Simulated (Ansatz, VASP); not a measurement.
Two plane-wave programs on TaSb4Au

```
Ta Sb Au
1.0
     4.31286    0.00000    0.00000
     0.00000    4.31286    0.00000
     0.00000    0.00000    7.47948
Ta Sb Au
1 4 1
Direct
  0.00000 0.00000 0.00000
  0.00000 0.00000 0.71859
  0.00000 0.00000 0.28141
  0.50000 0.00000 0.00000
  0.00000 0.50000 0.00000
  0.50000 0.50000 0.50000
```

Change from the starting cell: species swapped into the AlTlF4 type (P4/mmm, No. 123).

Alike in both runs: task single point; functional PBE; k mesh 4 × 4 × 4; occupations gaussian, width 0.1 eV; no spin polarisation.

```csv
,VASP,Ansatz
version,VASP 6.6.1,Ansatz 0.2.0
potentials or method,"VASP PAW PBE potentials, release 64 (Ta_pv, Sb, Au)","scalar-relativistic, plane waves, PAW"
plane-wave cutoff (eV),520,420
valence electrons in the cell,42,92
```

```tsv
	VASP	Ansatz	Ansatz less VASP
gap on the k mesh at the Fermi level (eV)	none	none	-
rms of the force components (eV/Å)	6.561	6.497	-0.0643
```

Atom by atom the forces differ by 0.064 eV/Å (rms over components). A gap of «none» marks a metal or a gap that the smearing closes. The two sets of potentials don't hold the same shells in valence.

Caveats: the k mesh is coarse (spacing up to 0.36 Å⁻¹), so the values aren't converged; forces of over 1 eV/Å show positions far from the minimum, so gaps and moduli don't describe the material at rest. Spin-orbit coupling is left out, which matters for the levels of Au, Sb, Ta.
